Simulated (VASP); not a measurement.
OSZICAR of a VASP run on LaTe (relaxed from the zinc blende structure, space group F-43m):

### OSZICAR
```
       N       E                     dE             d eps       ncg     rms          rms(c)
DAV:   1     0.155191603101E+03    0.15519E+03   -0.48849E+03   696   0.123E+03
DAV:   2     0.643093597749E+01   -0.14876E+03   -0.14622E+03  1008   0.230E+02
DAV:   3    -0.944225109499E+01   -0.15873E+02   -0.15774E+02   868   0.109E+02
DAV:   4    -0.106870179287E+02   -0.12448E+01   -0.11462E+01  1344   0.259E+01
DAV:   5    -0.109031839310E+02   -0.21617E+00   -0.20928E+00   976   0.742E+00    0.348E+00
DAV:   6    -0.107826730964E+02    0.12051E+00   -0.10825E+00  1192   0.685E+00    0.240E+00
DAV:   7    -0.107548030518E+02    0.27870E-01   -0.15489E-01  1152   0.274E+00    0.116E+00
DAV:   8    -0.107554718383E+02   -0.66879E-03   -0.21897E-02   952   0.115E+00    0.279E-01
DAV:   9    -0.107568802735E+02   -0.14084E-02   -0.57555E-03  1372   0.721E-01    0.106E-01
DAV:  10    -0.107573858912E+02   -0.50562E-03   -0.13002E-03  1204   0.262E-01    0.681E-02
DAV:  11    -0.107575062808E+02   -0.12039E-03   -0.62015E-04  1228   0.177E-01    0.243E-02
DAV:  12    -0.107575202050E+02   -0.13924E-04   -0.14475E-04  1276   0.932E-02    0.120E-02
DAV:  13    -0.107575265905E+02   -0.63855E-05   -0.47088E-05  1292   0.421E-02    0.697E-03
DAV:  14    -0.107575260596E+02    0.53092E-06   -0.40628E-06   992   0.203E-02
   1 F= -.10757526E+02 E0= -.10758131E+02  d E =-.107575E+02
```

Which electronic solver shows in the log?

It is blocked Davidson (ALGO = Normal, or the opening steps of other solvers). The INCAR had ALGO = Normal.

Can the final energy be trusted as converged?

Self-consistency was reached. It stopped with EDIFF = 1E-6, NELM = 100, NSW = 60 and EDIFFG = -0.01 after 1 ionic step (PBEsol GGA, plane waves, VASP's PBE PAW potentials (set 64)).

The structure was generated: LaTe was put into the zinc blende type (F-43m), which need not be its known phase. It was relaxed first, which changed the volume by -28 %. The start is the result of an earlier pass. The electron count is odd and the run is not spin-polarised, which forces a metal.
